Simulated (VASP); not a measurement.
# A VASP study of TaTeS (BLYP): structure first, properties next, part 2 of 2

What structure does TaTeS take at this level, and what are its properties? The cell is invented: it takes the structure of a Materials Project entry for TaSeS (space group 156 there), with some of its atoms replaced by other elements, volume scaled by an estimate. It may not be a known or stable phase.

VASP 6.6.1; BLYP; plane waves and PAW (Ta_pv, Te, S); invented cell.

Still holding for the runs below: This run has no spin polarisation. Its electron count is odd, so without a moment it is a metal by construction. The k-mesh is coarse for a metal.

So far. Step 6 (Density of states (BLYP)): The finer mesh and the other smearing move the Fermi level by +0.02 eV from the 8×8×3 run, a small shift, which tests the Fermi level alone. Of the states within 0.3 eV of the Fermi level, the largest shares in the PAW spheres are Ta d 50 %, S p 7 % and Te p 6 %. The rest lies in smaller channels or between the spheres. Step 8 (Volume scan with BLYP, volume scale 0.94): The pressure here is 4.55 GPa.

## Step 9: Volume scan with BLYP, volume scale 0.96

Contents of INCAR:

```
SYSTEM = TaTeS
PREC = Accurate
ENCUT = 400
EDIFF = 1E-06
NELM = 100
ISMEAR = -1
SIGMA = 0.05
LREAL = .FALSE.
ALGO = Normal
GGA = B5
ALDAX = 1
AGGAX = 1
AGGAC = 1
ALDAC = 0
NBANDS = 17
LORBIT = 11
LWAVE = .FALSE.
LCHARG = .FALSE.
ISIF = 2
```

Contents of POSCAR:

```
TaTeS
1.0
    3.6059864597      0.0000000000      0.0000000000
   -1.8029932298      3.1228753343      0.0000000000
    0.0000000000      0.0000000000      8.6237475069
Ta Te S
1 1 1
Direct
    0.0000000000      0.0000000000      0.0218637204
    0.6666666700      0.3333333300      0.8002057846
    0.3333333300      0.6666666700      0.1779304949
```

Contents of KPOINTS:

```
Automatic mesh
0
Gamma
8 8 3
0 0 0
```

PAW data sets: Ta_pv, Te and S (PBE family, release 64).

On the command line:

```bash
> mpirun -np 1 vasp_std
```

It took 19 s on 1 MPI rank of Intel Xeon 6975P-C (Granite Rapids), shared host; peak memory 0.19 GiB.

This step gave:

```
free energy (TOTEN)     : -18.48 eV
energy at zero smearing : -18.47 eV
Fermi energy            : 3.596 eV
pressure                : 2.874 GPa
```

Force by atom:

```csv
atom,x (eV/Å),y (eV/Å),z (eV/Å),size
Ta1,0.000,0.000,0.038,0.038
Te2,0.000,0.000,-0.560,0.560
S3,0.000,0.000,0.522,0.522
```

The pressure falls from 4.55 to 2.87 GPa.

The run ends at a pressure of 2.87 GPa, with forces up to 0.56 eV/Å.

## Step 10: Volume scan with BLYP, volume scale 0.98

INCAR is that of step 9.

Contents of POSCAR:

```
TaTeS
1.0
    3.6308561177      0.0000000000      0.0000000000
   -1.8154280588      3.1444130861      0.0000000000
    0.0000000000      0.0000000000      8.6832235071
Ta Te S
1 1 1
Direct
    0.0000000000      0.0000000000      0.0218637204
    0.6666666700      0.3333333300      0.8002057846
    0.3333333300      0.6666666700      0.1779304949
```

KPOINTS is that of step 9.

On the command line:

```bash
> mpirun -np 1 vasp_std
```

It took 21 s on 1 MPI rank; peak memory 0.18 GiB.

The pressure falls from 2.87 to 1.37 GPa.

The run ends at a pressure of 1.37 GPa, with forces up to 0.27 eV/Å.

## Step 11: Volume scan with BLYP, volume scale 1

INCAR is that of step 10.

Contents of POSCAR:

```
TaTeS
1.0
    3.6553896735      0.0000000000      0.0000000000
   -1.8276948367      3.1656597650      0.0000000000
    0.0000000000      0.0000000000      8.7418957160
Ta Te S
1 1 1
Direct
    0.0000000000      0.0000000000      0.0218637204
    0.6666666700      0.3333333300      0.8002057846
    0.3333333300      0.6666666700      0.1779304949
```

KPOINTS is that of step 10.

On the command line:

```bash
> mpirun -np 1 vasp_std
```

Run time: 23 s. Hardware: 1 MPI rank; peak memory 0.18 GiB.

The pressure falls from 1.37 to 0.02 GPa.

The run ends at a pressure of 0.02 GPa, with forces up to 0.0064 eV/Å.

## Step 12: Volume scan with BLYP, volume scale 1.02

INCAR is that of step 11.

Contents of POSCAR:

```
TaTeS
1.0
    3.6795982576      0.0000000000      0.0000000000
   -1.8397991288      3.1866250102      0.0000000000
    0.0000000000      0.0000000000      8.7997907523
Ta Te S
1 1 1
Direct
    0.0000000000      0.0000000000      0.0218637204
    0.6666666700      0.3333333300      0.8002057846
    0.3333333300      0.6666666700      0.1779304949
```

KPOINTS is that of step 11.

On the command line:

```bash
> mpirun -np 1 vasp_std
```

Wall time 24 s (1 MPI rank); peak memory 0.19 GiB.

The pressure falls from 0.02 to -1.19 GPa.

The run ends at a pressure of -1.19 GPa, with forces up to 0.24 eV/Å.

## Step 13: Volume scan with BLYP, volume scale 1.04

INCAR is that of step 12.

Contents of POSCAR:

```
TaTeS
1.0
    3.7034924223      0.0000000000      0.0000000000
   -1.8517462111      3.2073179602      0.0000000000
    0.0000000000      0.0000000000      8.8569338519
Ta Te S
1 1 1
Direct
    0.0000000000      0.0000000000      0.0218637204
    0.6666666700      0.3333333300      0.8002057846
    0.3333333300      0.6666666700      0.1779304949
```

KPOINTS is that of step 12.

On the command line:

```bash
> mpirun -np 1 vasp_std
```

Run time: 22 s. Hardware: 1 MPI rank; peak memory 0.19 GiB.

The pressure falls from -1.19 to -2.27 GPa.

## Step 14: Volume scan with BLYP, volume scale 1.06

A prediction first. A least-squares parabola for the 6 pressures of evenly scaled cells so far, P = 0.02 -64.1 t +146 t² GPa with t = ln(V/V₁) and V₁ the volume at scale 1, gives -3.22 GPa at t = +0.0583.

INCAR is that of step 13.

Contents of POSCAR:

```
TaTeS
1.0
    3.7270821821      0.0000000000      0.0000000000
   -1.8635410910      3.2277472878      0.0000000000
    0.0000000000      0.0000000000      8.9133489643
Ta Te S
1 1 1
Direct
    0.0000000000      0.0000000000      0.0218637204
    0.6666666700      0.3333333300      0.8002057846
    0.3333333300      0.6666666700      0.1779304949
```

KPOINTS is that of step 13.

On the command line:

```bash
> mpirun -np 1 vasp_std
```

Elapsed: 23 s, on 1 MPI rank; peak memory 0.19 GiB.

The pressure falls from -2.27 to -3.25 GPa. The parabola predicted -3.22 GPa, +0.03 GPa off.

## Step 15: The series together

Times are for 1 MPI rank of Intel Xeon 6975P-C (Granite Rapids), shared host. The runs compared:

```csv
no.,volume scale,energy above the lowest point (meV/atom),pressure (GPa),time,memory (GiB)
1,0.94,27.46,4.549,19 s,0.19
2,0.96,11.84,2.874,19 s,0.19
3,0.98,2.91,1.372,21 s,0.18
4,1,0,0.02259,23 s,0.18
5,1.02,2.48,-1.188,24 s,0.19
6,1.04,9.81,-2.274,22 s,0.19
7,1.06,21.47,-3.246,23 s,0.19
```

## Step 16: Fit for BLYP

This step: Birch-Murnaghan fit, BLYP; plane waves and PAW; invented cell (VASP 6.6.1).

No new run; the numbers come from the runs before.

Numbers from this step:

* pressure derivative of the bulk modulus: 4.419
* r.m.s. error of the fit: 2.16e-6 eV/atom
* minimum inside the sampled range: yes
* bulk modulus: 63.88 GPa
* equilibrium volume of the fit: 33.73 Å³/atom

Energy above the fitted minimum against volume:

```csv
volume (Å³/atom),energy above the fitted minimum (eV/atom)
31.70,0.0275
32.37,0.0118
33.05,0.00291
33.72,9.6e-7
34.39,0.00248
35.07,0.00981
35.74,0.0215
```

The fit over cells of fixed shape and fractional positions puts the volume +0.04 % from the relaxed one. The atoms bear forces along the scan, since they were held; freeing them would lower the modulus.

## Step 17: Outcome

| Quantity | Value |
| --- | --- |
| relaxed volume | 33.72 Å³/atom |
| relaxed conventional cell a, b, c | 3.655, 3.655, 8.742 Å; angles 90.0, 90.0, 120.0° |
| space group after relaxing, within 0.02 Å | P3m1 (No. 156) |
| band gap | none, a metal |
| DOS at the Fermi level | 2.76 states/eV/cell |
| bulk modulus from the fit | 63.9 GPa |
| volume from the fit | 33.7 Å³/atom |

With BLYP, TaTeS relaxes to 33.72 Å³/atom in space group P3m1 (held by the symmetry of the run), comes out as a metal and has a bulk modulus of 63.9 GPa at fixed shape and positions, an upper bound. Not obtained: elastic tensor by finite strains (BLYP), because the run crashed. Bands along the symmetry lines (BLYP): Of the bands kept, 1 crosses the Fermi level on this path. Spin-orbit coupling is left out, and with elements this heavy it would split and shift bands near the Fermi level. The k-sampling is coarse for a metal, so the Fermi level, pressures and the shape of the cell carry errors. With an odd electron count and no spin the cell is a metal by construction. The bonds form layers, and without a dispersion term the spacing between them, and what depends on it, is unreliable. No search among competing phases was made. All values are for a static lattice at zero temperature.

[Lines on the potential files, build, host, timing and source positions are cut from VASP's logs without a mark.]

[Logs are printed without paths, hosts, clocks, repeated set-up lines and the standing remarks that a program may print on its own settings, such as how far it seeks lower states.]

[Hosts, paths, dates, database ids (printed as entryN), source tags and the programs' standing remarks are cut or masked in the printed files.]

[A measured line is paired with the nearest computed mode of its activity, which favours agreement.]

[In band tables of VASP the shares of atoms and orbitals are scaled to a sum of 1 inside the atoms' spheres.]
